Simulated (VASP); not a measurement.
Wanted: the native input for a VASP 6.6.1 run.

| Quantity | Value |
| --- | --- |
| Task | single point |
| Functional | PBEsol |
| Potentials or basis | VASP PAW PBE potentials, release 64 (Gd, O) |
| Cutoff | 520 eV |
| k mesh | 7 × 7 × 7 |
| Occupations | gaussian, width 0.05 eV |
| Spin | collinear spin, zero start |
| Starting moments | [0.0, 0.0] μB |
| Hubbard terms | Gd f U = 8 eV |
| Further INCAR settings | ALGO = Normal; EDIFF = 1e-07; NBANDS = 23 |

The structure of GdO lies in POSCAR:

```
GdO
1.0
    2.8018137600      0.0000000000      0.0000000000
    0.0000000000      2.8018137600      0.0000000000
    0.0000000000      0.0000000000      2.8018137600
Gd O
1 1
Direct
    0.0000000000      0.0000000000      0.0000000000
    0.5000000000      0.5000000000      0.5000000000
```

The cell comes from a database or a generator and needn't be the stable form of this composition.

The input as run:

INCAR

```
SYSTEM = GdO
ALGO = Normal
EDIFF = 1E-7
ENCUT = 520
GGA = PS
ISIF = 2
ISMEAR = 0
ISPIN = 2
LASPH = .TRUE.
LCHARG = .FALSE.
LDAU = .TRUE.
LDAUJ = 0 0
LDAUL = 3 -1
LDAUPRINT = 1
LDAUTYPE = 2
LDAUU = 8 0
LMAXMIX = 6
LORBIT = 11
LREAL = .FALSE.
LWAVE = .FALSE.
MAGMOM = 0 0
NBANDS = 23
NELM = 100
PREC = Accurate
SIGMA = 0.05
```

KPOINTS

```
k-points
0
G
  7 7 7
  0 0 0
```

Potentials or basis: VASP PAW PBE potentials, release 64 (Gd, O).

Run with:

```bash
$ cat potpaw_PBE.64/Gd/POTCAR potpaw_PBE.64/O/POTCAR > POTCAR
$ mpirun -np 1 vasp_std > vasp.out
```

It gave:

The pressure is 42.0 GPa and the band gap on the k mesh is none (metal or under the smearing width). The net moment is -7.22 μB per cell. The site moments are Gd -6.99; O +0.04 μB and the valence electrons inside the program's atomic spheres are Gd 15.61; O 5.05.

Caveat: a pressure of tens of GPa on the cell as given is suspect, and the run, the potentials or the cell itself is likely at fault; the PAW data sets were made with another functional, which shifts forces and pressure a little; spin-orbit coupling is left out, which moves the levels of the heavy elements; a cell with one magnetic atom can't hold antiferromagnetic order, which such compounds often take.

Wall time 61 s on 1 thread of Intel(R) Xeon(R) Platinum 8488C (Sapphire Rapids), with other jobs on the host, peak memory 0.16 GiB.
